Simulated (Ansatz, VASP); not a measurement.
# Mg2SO in two plane-wave programs, part 2 of 2

Aim: how closely do two programs agree when they are given the same cell, functional and k mesh? The cell is generated by rule, not measured, and may not be a known phase. Of the first pair: The cell is taken from a series of runs on this material, whose earlier steps may have relaxed, scaled, displaced or heated it; both programs get it as it stands.

VASP 6.6.1 and Ansatz 0.2.0.

So far: The structure; VASP: relaxation of cell and atoms, PBE, pair 1; Ansatz: relaxation of cell and atoms, PBE, pair 1; Comparison.

**5. Ansatz: relaxation of cell and atoms, PBE, pair 2**

Level of this step: Ansatz beside VASP: Kohn-Sham DFT, plane waves, PBE (Ansatz).

The relaxed volume is the usual yardstick between codes: in a stiff, nearly cubic crystal its relative difference is about their pressure difference at one cell divided by the bulk modulus. Its start cell is another than that of the pair before, and may be another structure of the material.

The two relaxations start from unlike cells of this crystal (the structure described is Ansatz's start), so only their ends are compared.

The input, input.yaml:

```yaml
crystal:
  lattice:
    - [3.42602, 0.0, 0.0]
    - [-1.71301, 2.96702, 0.0]
    - [0.0, 0.0, 5.16099]
  atoms:
    - { symbol: Mg, position: [0.33333333, 0.66666667, 0.00215974] }
    - { symbol: Mg, position: [0.66666667, 0.33333333, 0.50215974] }
    - { symbol: S, position: [0.33333333, 0.66666667, 0.40244026] }
    - { symbol: O, position: [0.66666667, 0.33333333, 0.90244026] }
kpoints:
  mp_grid: { grid: [6, 6, 4] }
hamiltonian:
  xc: pbe
  pseudopotentials: { kind: nc }
scf:
  occupations: { method: gaussian, width: 0.1 }
output:
  forces: true
  stress: true
  eigenvalues: true
relax:
  adjacent_minimum: "off"
  f_tol: 0.05
  max_steps: 80
  cell: { stress_tol: 0.5 }
```

Run with:

```console
$ ansatz run input.yaml --threads 4 --pin off --max-ram 7168MiB --backend cpu --events-out ev --progress --plain --runs-dir out
```

Numbers of over 12 decimals in the logs are rounded to 6 here.

The log of the run:

```text
[...]
Crystal: 4 atoms, lattice volume = 52.462 Å³
Basis set: ecut = 1240 eV, 5177 PW (Γ), exchange–correlation on 80×80×120 points (8 copies of the dense FFT grid, shifted against one another)
Bands: 20, of which v1, the nominal top of the filled ones, is band 16 counted from 1 (15 counted from 0)
Symmetry: 6 space group operations
[...]
cell:  # Å, volume = 69.1913 Å³
    - [3.657623, 0, 1.1367608848298742e-16]
    - [-1.828812, 3.167595, -5.683804424149373e-17]
    - [1.7124278051098733e-16, 0, 5.972045]
  atoms:
    - { symbol: Mg, position: [0.333333, 0.666667, -0.026546] }
    - { symbol: Mg, position: [0.666667, 0.333333, 0.559548] }
    - { symbol: S, position: [0.333333, 0.666667, 0.386128] }
    - { symbol: O, position: [0.666667, 0.333333, 0.890070] }
[key lines of the parts left out:]
SCF converged after 4 iterations
Free energy (F): -4001.035481 eV
Fermi energy:    5.426870 eV
P = ⅓ Tr σ = -0.0774 GPa (-0.774 kbar)
```

**6. VASP: relaxation of cell and atoms, PBE, pair 2**

Its own start cell and the same functional, mesh and smearing now go to VASP, with its own data sets.

The input, INCAR:

```
SYSTEM = Mg2SO
PREC = Accurate
ENCUT = 600
EDIFF = 1E-07
NELM = 120
ISMEAR = 0
SIGMA = 0.1
LREAL = .FALSE.
ALGO = Normal
GGA = PE
NBANDS = 14
LORBIT = 11
LWAVE = .FALSE.
LCHARG = .FALSE.
ISIF = 3
IBRION = 2
NSW = 80
EDIFFG = -0.005
LASPH = .TRUE.
GGA_COMPAT = .FALSE.
NELMIN = 4
EFERMI = MIDGAP
```

The input, POSCAR:

```
Mg2SO
1.0
    3.6503225289      0.0000000000      0.0000000000
   -1.8251612645      3.1612716279      0.0000000000
    0.0000000000      0.0000000000      5.9648213805
Mg S O
2 1 1
Direct
    0.3333332772      0.6666665543      0.9735548668
    0.6666667228      0.3333334457      0.5596535073
    0.3333332772      0.6666665543      0.3859062303
    0.6666667228      0.3333334457      0.8900851810
```

The input, KPOINTS:

```
Automatic mesh
0
Gamma
6 6 4
0 0 0
```

Potentials, in the order of the species: Mg, S and O (PBE family, release 64).

Run with:

```console
$ mpirun -np 1 vasp_std
```

The log of the run:

```text
[... set-up lines as in an earlier step ...]
 entering main loop
       N       E                     dE             d eps       ncg     rms          rms(c)
DAV:   1     0.769024781110E+02    0.76902E+02   -0.72170E+03   672   0.107E+03
DAV:   2    -0.153678345780E+02   -0.92270E+02   -0.82607E+02   902   0.192E+02
DAV:   3    -0.222613707130E+02   -0.68935E+01   -0.68587E+01   900   0.586E+01
DAV:   4    -0.223232658217E+02   -0.61895E-01   -0.61884E-01   792   0.651E+00
[...]
DAV:  14    -0.194890801485E+02   -0.12772E-05   -0.25546E-06   774   0.108E-02    0.521E-03
DAV:  15    -0.194890802581E+02   -0.10955E-06   -0.36653E-07   894   0.575E-03    0.311E-03
DAV:  16    -0.194890802144E+02    0.43628E-07   -0.21191E-07   682   0.350E-03
   1 F= -.19489080E+02 E0= -.19489080E+02  d E =-.194891E+02
[...]
2 F= -.19489099E+02 E0= -.19489099E+02  d E =-.188445E-04
[...]
3 F= -.19489100E+02 E0= -.19489100E+02  d E =-.194353E-04
[...]
4 F= -.19489109E+02 E0= -.19489109E+02  d E =-.955134E-05
[...]
5 F= -.19489111E+02 E0= -.19489111E+02  d E =-.116846E-04
[...]
6 F= -.19489114E+02 E0= -.19489114E+02  d E =-.292571E-05
 trial-energy change:   -0.000003  1 .order   -0.000003   -0.000005   -0.000002
 step:   1.8541(harm=  1.8541)  dis= 0.00058  next Energy=   -19.489115 (dE=-0.365E-05)
 reached required accuracy - stopping structural energy minimisation
```

Parts of OUTCAR (step 6):

```text
  Total       -0.0018308     -0.0018308      0.0011682      0.0000000      0.0000000     -0.0000000
  in kB       -0.0426052     -0.0426052      0.0271868      0.0000000      0.0000000     -0.0000000
  external PRESSURE =      -0.0193412 kB  Pullay stress =       0.0000000 kB

 POSITION                                       TOTAL-FORCE (eV/Angst)
 -----------------------------------------------------------------------------------
      0.00000      2.10650      5.81486        -0.000000      0.000000      0.002232
      1.82428      1.05325      3.34295         0.000000     -0.000000     -0.001996
      0.00000      2.10650      2.30407        -0.000000      0.000000     -0.001830
      1.82428      1.05325      5.31438         0.000000     -0.000000      0.001595
 -----------------------------------------------------------------------------------
    total drift:                                0.000000     -0.000259      0.000696

  FREE ENERGIE OF THE ION-ELECTRON SYSTEM (eV)
  ---------------------------------------------------
  free  energy   TOTEN  =       -19.4891142600 eV

  energy  without entropy=      -19.4891142600  energy(sigma->0) =      -19.48911426

[... 1 part as in an earlier step ...]

[... 3 further parts left out ...]
[key lines of the parts left out:]
E-fermi :   2.8057
```

**7. Side by side**

What differs besides the data sets and the points named for the pairs above, as far as they apply: the data sets hold 32 valence electrons in Ansatz (on norm-conserving files, of PseudoDojo where its log says so) and 16 in VASP. Total energies have different zeros and are not compared.

The two programs side by side:

| quantity | Ansatz | VASP | difference |
| --- | --- | --- | --- |
| volume (Å³) | 69.19 | 68.85 | +0.50 % |
| edge a after relaxation, in the typed setting (Å) | 3.658 | 3.649 | +0.25 % |
| edge c after relaxation, in the typed setting (Å) | 5.972 | 5.972 | +0.00 % |

**8. Ansatz: relaxation of cell and atoms, PBE, pair 3**

The relaxed volume is the usual yardstick between codes: in a stiff, nearly cubic crystal its relative difference is about their pressure difference at one cell divided by the bulk modulus. Its start cell is another than that of the pair before, and may be another structure of the material.

The cell is taken from a series of runs on this material, whose earlier steps may have relaxed, scaled, displaced or heated it; both programs get it as it stands.

The input, input.yaml:

```yaml
crystal:
  lattice:
    - [3.6557606758, 0.0, 0.0]
    - [-1.8278803379, 3.1659816154, 0.0]
    - [0.0, 0.0, 5.9756258141]
  atoms:
    - { symbol: Mg, position: [0.3333333333, 0.6666666667, -0.0262067286] }
    - { symbol: Mg, position: [0.6666666667, 0.3333333333, 0.5594606002] }
    - { symbol: S, position: [0.3333333333, 0.6666666667, 0.3861878926] }
    - { symbol: O, position: [0.6666666667, 0.3333333333, 0.8897582358] }
kpoints:
  mp_grid: { grid: [9, 9, 4] }
hamiltonian:
  xc: pbe
  pseudopotentials: { kind: nc }
scf:
  occupations: { method: fixed }
output:
  forces: true
  stress: true
  eigenvalues: true
relax:
  adjacent_minimum: "off"
  f_tol: 0.001
  max_steps: 60
  cell: { stress_tol: 0.01 }
```

Run with:

```console
$ ansatz run input.yaml --threads 4 --pin off --max-ram 7168MiB --backend cpu --events-out ev --progress --plain --runs-dir out
```

The log of the run:

```text
[...]
Crystal: 4 atoms, lattice volume = 69.162 Å³
Basis set: ecut = 1240 eV, 6827 PW (Γ), exchange–correlation on 90×90×144 points (8 copies of the dense FFT grid, shifted against one another)
Bands: 20, of which v1, the nominal top of the filled ones, is band 16 counted from 1 (15 counted from 0)
Symmetry: 6 space group operations
[...]
cell:  # Å, volume = 69.1254 Å³
    - [3.654643, 0, -1.380454157472666e-19]
    - [-1.827322, 3.165014, 0]
    - [-2.25645993546025e-19, 0, 5.976086]
  atoms:
    - { symbol: Mg, position: [0.333333, 0.666667, -0.026174] }
    - { symbol: Mg, position: [0.666667, 0.333333, 0.559514] }
    - { symbol: S, position: [0.333333, 0.666667, 0.386082] }
    - { symbol: O, position: [0.666667, 0.333333, 0.889778] }
[key lines of the parts left out:]
SCF converged after 8 iterations
Free energy (F): -4001.036386 eV
Fermi energy:    4.667636 eV
P = ⅓ Tr σ = -0.0000 GPa (-0.000 kbar)
```

**9. VASP: relaxation of cell and atoms, PBE, pair 3**

The same cell, functional and mesh now go to VASP, with its own data sets.

Edit INCAR of step 6 so:

```diff
@@ -6,3 +6,3 @@
 ISMEAR = 0
-SIGMA = 0.1
+SIGMA = 0.01
 LREAL = .FALSE.
```

The input, POSCAR:

```
Mg2SO
1.0
    3.6557610000      0.0000000000      0.0000000000
   -1.8278800000      3.1659820000      0.0000000000
    0.0000000000      0.0000000000      5.9756260000
Mg S O
2 1 1
Direct
    0.3333331369      0.6666664561      0.9737932059
    0.6666664317      0.3333332280      0.5594605486
    0.3333331369      0.6666664561      0.3861878237
    0.6666664317      0.3333332280      0.8897581609
```

The input, KPOINTS:

```
Automatic mesh
0
Gamma
9 9 4
0 0 0
```

Run with:

```console
$ mpirun -np 1 vasp_std
```

The log of the run:

```text
[... set-up lines as in an earlier step ...]
 entering main loop
       N       E                     dE             d eps       ncg     rms          rms(c)
DAV:   1     0.779681236464E+02    0.77968E+02   -0.72974E+03  1204   0.108E+03
DAV:   2    -0.151581296348E+02   -0.93126E+02   -0.84548E+02  1624   0.191E+02
DAV:   3    -0.222611406292E+02   -0.71030E+01   -0.70728E+01  1582   0.594E+01
DAV:   4    -0.223249487533E+02   -0.63808E-01   -0.63799E-01  1420   0.650E+00
[...]
DAV:  14    -0.194898078970E+02   -0.12643E-05   -0.24463E-06  1324   0.107E-02    0.529E-03
DAV:  15    -0.194898080197E+02   -0.12269E-06   -0.35992E-07  1612   0.573E-03    0.306E-03
DAV:  16    -0.194898079771E+02    0.42581E-07   -0.20709E-07  1170   0.348E-03
   1 F= -.19489808E+02 E0= -.19489808E+02  d E =-.194898E+02
[... from here on, the cycles between the ionic steps are left out ...]
   2 F= -.19490119E+02 E0= -.19490119E+02  d E =-.311246E-03
   3 F= -.19490123E+02 E0= -.19490123E+02  d E =-.314599E-03
   4 F= -.19490161E+02 E0= -.19490161E+02  d E =-.380605E-04
   5 F= -.19490169E+02 E0= -.19490169E+02  d E =-.461153E-04
   6 F= -.19490169E+02 E0= -.19490169E+02  d E =-.465343E-04
   7 F= -.19490173E+02 E0= -.19490173E+02  d E =-.383286E-05
 trial-energy change:   -0.000004  1 .order   -0.000004   -0.000007   -0.000001
 step:   1.3961(harm=  1.3961)  dis= 0.00051  next Energy=   -19.490173 (dE=-0.436E-05)
 reached required accuracy - stopping structural energy minimisation
```

From OUTCAR (step 9):

```text
  Total       -0.0042392     -0.0042392      0.0076904     -0.0000000      0.0000000     -0.0000000
  in kB       -0.0986653     -0.0986653      0.1789910     -0.0000000      0.0000000     -0.0000000
  external PRESSURE =      -0.0061132 kB  Pullay stress =       0.0000000 kB

 POSITION                                       TOTAL-FORCE (eV/Angst)
 -----------------------------------------------------------------------------------
     -0.00000      2.10646      5.81402        -0.000000      0.000000      0.003638
      1.82425      1.05323      3.34266        -0.000000     -0.000000     -0.001258
     -0.00000      2.10646      2.30363         0.000000      0.000000      0.000191
      1.82425      1.05323      5.31422        -0.000000     -0.000000     -0.002571
 -----------------------------------------------------------------------------------
    total drift:                                0.001031      0.000777      0.000558

  FREE ENERGIE OF THE ION-ELECTRON SYSTEM (eV)
  ---------------------------------------------------
  free  energy   TOTEN  =       -19.4901729436 eV

  energy  without entropy=      -19.4901729436  energy(sigma->0) =      -19.49017294

[... 2 parts as in an earlier step ...]

[... 2 further parts left out ...]
[key lines of the parts left out:]
E-fermi :   2.8062
```

**10. Comparison**

What differs besides the data sets and the points named for the pairs above, as far as they apply: fixed occupations in Ansatz, narrow Gaussian smearing in VASP; the data sets hold 32 valence electrons in Ansatz (on norm-conserving files, of PseudoDojo where its log says so) and 16 in VASP. Total energies have different zeros and are not compared.

Compared:

| quantity | Ansatz | VASP | difference |
| --- | --- | --- | --- |
| volume (Å³) | 69.13 | 68.84 | +0.42 % |
| edge a after relaxation, in the typed setting (Å) | 3.655 | 3.648 | +0.17 % |
| edge c after relaxation, in the typed setting (Å) | 5.976 | 5.971 | +0.08 % |

**11. What came out**

| Property | Result |
| --- | --- |
| difference in volume (relaxation of cell and atoms, PBE, pair 1) | 0.48 % |
| difference in volume (relaxation of cell and atoms, PBE, pair 2) | 0.50 % |
| difference in volume (relaxation of cell and atoms, PBE, pair 3) | 0.42 % |

What this shows: The difference in volume is 0.50 % (relaxation of cell and atoms, PBE, pair 2), within the 1.2 % picked in this series as the mark of a large difference, as far as the stopping tolerances let one tell. The data sets hold unlike numbers of valence electrons (32 in Ansatz and 16 in VASP), so part of the differences comes from the potentials. Such differences can come from data sets, numerical settings and the points named under the comparisons, not from the functional's error against experiment.

[Lines on the potential files, build, host, timing and source positions are cut from VASP's logs without a mark.]

[Logs are printed without paths, hosts, clocks, repeated set-up lines and the standing remarks that a program may print on its own settings, such as how far it seeks lower states.]

[Hosts, paths, dates, database ids (printed as entryN), source tags and the programs' standing remarks are cut or masked in the printed files.]
